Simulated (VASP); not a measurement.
Output of a VASP run:

File OUTCAR:
```
 ion  position               nearest neighbor table
   1  0.000  0.000  0.000-   2 2.44   3 2.44   4 2.44   2 2.44   3 2.44   2 2.44   4 2.44   2 2.44
                             3 2.44   4 2.44   3 2.44   4 2.44
   2  0.000  0.500  0.500-   1 2.44   3 2.44   4 2.44   1 2.44   4 2.44   1 2.44   3 2.44   1 2.44
                             3 2.44   4 2.44   4 2.44   3 2.44
   3  0.500  0.000  0.500-   1 2.44   2 2.44   4 2.44   1 2.44   4 2.44   2 2.44   4 2.44   4 2.44
                             1 2.44   2 2.44   1 2.44   2 2.44
   4  0.500  0.500  0.000-   1 2.44   2 2.44   3 2.44   2 2.44   3 2.44   1 2.44   3 2.44   3 2.44
                             1 2.44   2 2.44   2 2.44   1 2.44
  LATTYP: Found a simple cubic cell.
 ALAT       =     3.4485939853
 Subroutine PRICEL returns:
 Original cell was already a primitive cell.
 Subroutine GETGRP returns: Found 48 space group operations
The static configuration has the point symmetry O_h .
The dynamic configuration has the point symmetry O_h .
The overall configuration has the point symmetry O_h .
 Subroutine INISYM returns: Found 48 space group operations
 Subroutine IBZKPT returns following result:
 Found     35 irreducible k-points:

 Following reciprocal coordinates:
            Coordinates               Weight
  0.000000  0.000000  0.000000      1.000000
  0.125000  0.000000  0.000000      6.000000
  0.250000  0.000000  0.000000      6.000000
  0.375000  0.000000  0.000000      6.000000
  0.500000  0.000000  0.000000      3.000000
  0.125000  0.125000  0.000000     12.000000
  0.250000  0.125000  0.000000     24.000000
  0.375000  0.125000  0.000000     24.000000
  0.500000  0.125000  0.000000     12.000000
  0.250000  0.250000  0.000000     12.000000
  0.375000  0.250000  0.000000     24.000000
  0.500000  0.250000  0.000000     12.000000
  0.375000  0.375000  0.000000     12.000000
  0.500000  0.375000  0.000000     12.000000
  0.500000  0.500000  0.000000      3.000000
  0.125000  0.125000  0.125000      8.000000
  0.250000  0.125000  0.125000     24.000000
  0.375000  0.125000  0.125000     24.000000
  0.500000  0.125000  0.125000     12.000000
  0.250000  0.250000  0.125000     24.000000
  0.375000  0.250000  0.125000     48.000000
  0.500000  0.250000  0.125000     24.000000
  0.375000  0.375000  0.125000     24.000000
  0.500000  0.375000  0.125000     24.000000
  0.500000  0.500000  0.125000      6.000000
  0.250000  0.250000  0.250000      8.000000
  0.375000  0.250000  0.250000     24.000000
  0.500000  0.250000  0.250000     12.000000
  0.375000  0.375000  0.250000     24.000000
  0.500000  0.375000  0.250000     24.000000
  0.500000  0.500000  0.250000      6.000000
  0.375000  0.375000  0.375000      8.000000
  0.500000  0.375000  0.375000     12.000000
  0.500000  0.500000  0.375000      6.000000
  0.500000  0.500000  0.500000      1.000000
   k-points           NKPTS =     35   k-points in BZ     NKDIM =     35   number of bands    NBANDS=     26
   number of dos      NEDOS =    301   number of ions     NIONS =      4
   total plane-waves  NPLWV =  13824
   dimension x,y,z NGX =    24 NGY =   24 NGZ =   24
   dimension x,y,z NGXF=    48 NGYF=   48 NGZF=   48
   ions per type =               1   3
   PREC   = accura    normal or accurate (medium, high low for compatibility)
   ISTART =      0    job   : 0-new  1-cont  2-samecut
   ICHARG =      2    charge: 1-file 2-atom 10-const
   ISPIN  =      2    spin polarized calculation?
   LNONCOLLINEAR =      F non collinear calculations
   LSORBIT =      F    spin-orbit coupling
   INIWAV =      1    electr: 0-lowe 1-rand  2-diag
   ENCUT  =  400.0 eV  29.40 Ry    5.42 a.u.   5.62  5.62  5.62*2*pi/ulx,y,z
   NELM   =    100;   NELMIN=  2; NELMDL= -5     # of ELM steps
   EDIFF  = 0.1E-05   stopping-criterion for ELM
   LREAL  =      F    real-space projection
   NLSPLINE    = F    spline interpolate recip. space projectors
   LMAXMIX     =    4 max onsite mixed and CHGCAR
   VOSKOWN=      0    Vosko Wilk Nusair interpolation
   EDIFFG = -.2E-01   stopping-criterion for IOM
   NSW    =     60    number of steps for IOM
...
```

### OSZICAR
```
       N       E                     dE             d eps       ncg     rms          rms(c)
DAV:   1     0.216520240295E+03    0.21652E+03   -0.14496E+04  3848   0.175E+03
DAV:   2    -0.215726294111E+02   -0.23809E+03   -0.22872E+03  3640   0.339E+02
DAV:   3    -0.335972363147E+02   -0.12025E+02   -0.11399E+02  3790   0.107E+02
DAV:   4    -0.337595657854E+02   -0.16233E+00   -0.16210E+00  3996   0.133E+01
DAV:   5    -0.337648411165E+02   -0.52753E-02   -0.52751E-02  5034   0.203E+00    0.227E+01
DAV:   6    -0.302354143138E+02    0.35294E+01   -0.35462E+01  3784   0.951E+01    0.146E+01
DAV:   7    -0.321188275238E+02   -0.18834E+01   -0.13325E+01  4176   0.954E+01    0.229E+01
DAV:   8    -0.292180270227E+02    0.29008E+01   -0.10549E+01  4686   0.526E+01    0.475E+00
DAV:   9    -0.292318562978E+02   -0.13829E-01   -0.38735E-01  4564   0.768E+00    0.302E+00
DAV:  10    -0.292020066393E+02    0.29850E-01   -0.57731E-02  4782   0.668E+00    0.128E+00
DAV:  11    -0.291973128174E+02    0.46938E-02   -0.17863E-02  6060   0.180E+00    0.630E-01
DAV:  12    -0.291977667972E+02   -0.45398E-03   -0.25263E-03  4800   0.115E+00    0.183E-01
DAV:  13    -0.291977172178E+02    0.49579E-04   -0.45123E-04  4664   0.313E-01    0.759E-02
DAV:  14    -0.291977127505E+02    0.44673E-05   -0.58893E-05  4932   0.144E-01    0.404E-02
DAV:  15    -0.291977176303E+02   -0.48798E-05   -0.11489E-05  4540   0.732E-02    0.928E-03
DAV:  16    -0.291977178857E+02   -0.25538E-06   -0.22649E-06  2354   0.297E-02
   1 F= -.29197718E+02 E0= -.29198697E+02  d E =-.291977E+02  mag=     4.4501
       N       E                     dE             d eps       ncg     rms          rms(c)
DAV:   1    -0.293126196960E+02   -0.11490E+00   -0.13329E+00  3648   0.168E+01    0.364E+00
DAV:   2    -0.299109305496E+02   -0.59831E+00   -0.27171E+00  4334   0.415E+01    0.115E+01
DAV:   3    -0.292048034620E+02    0.70613E+00   -0.17598E+00  4218   0.329E+01    0.191E+00
DAV:   4    -0.291978370733E+02    0.69664E-02   -0.80481E-02  4210   0.443E+00    0.539E-01
DAV:   5    -0.291975181991E+02    0.31887E-03   -0.56496E-03  4262   0.832E-01    0.248E-01
DAV:   6    -0.291967049790E+02    0.81322E-03   -0.79440E-04  5420   0.673E-01    0.134E-01
DAV:   7    -0.291967506919E+02   -0.45713E-04   -0.16342E-04  4590   0.190E-01    0.681E-02
DAV:   8    -0.291967401356E+02    0.10556E-04   -0.39121E-05  5806   0.143E-01    0.211E-02
DAV:   9    -0.291967426529E+02   -0.25173E-05   -0.54537E-06  3668   0.294E-02    0.138E-02
DAV:  10    -0.291967427688E+02   -0.11592E-06   -0.60302E-07  1932   0.189E-02
   2 F= -.29196743E+02 E0= -.29197637E+02  d E =0.975117E-03  mag=     4.4443
       N       E                     dE             d eps       ncg     rms          rms(c)
DAV:   1    -0.292385753242E+02   -0.41833E-01   -0.45996E-01  3644   0.100E+01    0.206E+00
DAV:   2    -0.294743011096E+02   -0.23573E+00   -0.13568E+00  4278   0.226E+01    0.964E+00
DAV:   3    -0.292041845663E+02    0.27012E+00   -0.95048E-01  4288   0.212E+01    0.120E+00
DAV:   4    -0.292001510094E+02    0.40336E-02   -0.29877E-02  4306   0.240E+00    0.555E-01
DAV:   5    -0.291992661114E+02    0.88490E-03   -0.19318E-03  5418   0.619E-01    0.281E-01
DAV:   6    -0.291987107487E+02    0.55536E-03   -0.64301E-04  6480   0.526E-01    0.476E-02
DAV:   7    -0.291987100120E+02    0.73673E-06   -0.96194E-05  3838   0.996E-02    0.278E-02
DAV:   8    -0.291987099871E+02    0.24851E-07   -0.43153E-06  3432   0.245E-02
   3 F= -.29198710E+02 E0= -.29199657E+02  d E =-.992101E-03  mag=     4.4477
```

OUTCAR:
```
------------------------ aborting loop because EDIFF is reached ----------------------------------------
  FORCE on cell =-STRESS in cart. coord.  units (eV):
  Direction    XX          YY          ZZ          XY          YZ          ZX
  --------------------------------------------------------------------------------------
  Total       -0.0026432     -0.0026432     -0.0026432      0.0000000      0.0000000      0.0000000
  in kB       -0.1038220     -0.1038220     -0.1038220      0.0000000      0.0000000      0.0000000
  external PRESSURE =      -0.1038220 kB  Pullay stress =       0.0000000 kB
  volume of cell :       40.79
      direct lattice vectors                 reciprocal lattice vectors
     3.442306359  0.000000000 -0.000000000     0.290502906 -0.000000000  0.000000000
     0.000000000  3.442306359  0.000000000    -0.000000000  0.290502906 -0.000000000
    -0.000000000  0.000000000  3.442306359     0.000000000 -0.000000000  0.290502906
 POSITION                                       TOTAL-FORCE (eV/Angst)
 -----------------------------------------------------------------------------------
      0.00000      0.00000      0.00000         0.000000     -0.000000      0.000000
      0.00000      1.72115      1.72115        -0.000000      0.000000      0.000000
      1.72115      0.00000      1.72115         0.000000      0.000000      0.000000
      1.72115      1.72115      0.00000         0.000000     -0.000000      0.000000
 -----------------------------------------------------------------------------------
    total drift:                                0.000000     -0.000000     -0.000000
  FREE ENERGIE OF THE ION-ELECTRON SYSTEM (eV)
  ---------------------------------------------------
  free  energy   TOTEN  =       -29.1987099871 eV

  energy  without entropy=      -29.2015506309  energy(sigma->0) =      -29.19965687

 total charge

# of ion       s       p       d       tot
------------------------------------------
    1        0.509   0.570   6.217   7.296
    2        0.544   0.590   8.376   9.510
    3        0.544   0.590   8.376   9.510
    4        0.544   0.590   8.376   9.510
--------------------------------------------------
tot          2.141   2.340  31.345  35.826

 magnetization (x)

# of ion       s       p       d       tot
------------------------------------------
    1        0.006   0.007   2.671   2.684
    2       -0.013  -0.032   0.618   0.573
    3       -0.013  -0.032   0.618   0.573
    4       -0.013  -0.032   0.618   0.573
--------------------------------------------------
tot         -0.032  -0.090   4.526   4.404

 reached required accuracy - stopping structural energy minimisation
```
(Selected blocks of OUTCAR.)

### POSCAR
```
Ni3Fe
1
    3.4485939853     0.0000000000    -0.0000000000
    0.0000000000     3.4485939853     0.0000000000
   -0.0000000000    -0.0000000000     3.4485939853
Fe Ni
1 3
Direct
  0.0000000000   0.0000000000   0.0000000000
  0.0000000000   0.5000000000   0.5000000000
  0.5000000000   0.0000000000   0.5000000000
  0.5000000000   0.5000000000   0.0000000000
```

Q: Write an INCAR and KPOINTS that could have produced this output.

A: One answer among several that fit: the input of the run itself, LDA (Ceperley-Alder, Perdew-Zunger), plane waves, VASP's LDA PAW potentials (set 64).

File KPOINTS:
```
Automatic mesh
0
Gamma
8 8 8
0 0 0
```

**INCAR**
```
SYSTEM  =  Ni3Fe
PREC  =  Accurate; ENCUT  =  400; LREAL  =  .FALSE.
LASPH  =  .TRUE.
EDIFF  =  1E-6; NELM  =  100; ALGO  =  Normal
LMAXMIX  =  4
ISMEAR  =  1; SIGMA  =  0.1
MAGMOM  =  3.0 3*0.7
ISPIN  =  2
IBRION  =  2; NSW  =  60; ISIF  =  3
EDIFFG  =  -0.02
LWAVE  =  .FALSE.; LCHARG  =  .FALSE.; LORBIT  =  10
```

POTCAR, in this order: Fe Ni (LDA.64 set). Program: vasp_std.

The compound is Ni3Fe in the L1_2 structure. This run relaxes it. Symmetry was kept, so distortions that lower it aren't found. The start is the result of an earlier pass.
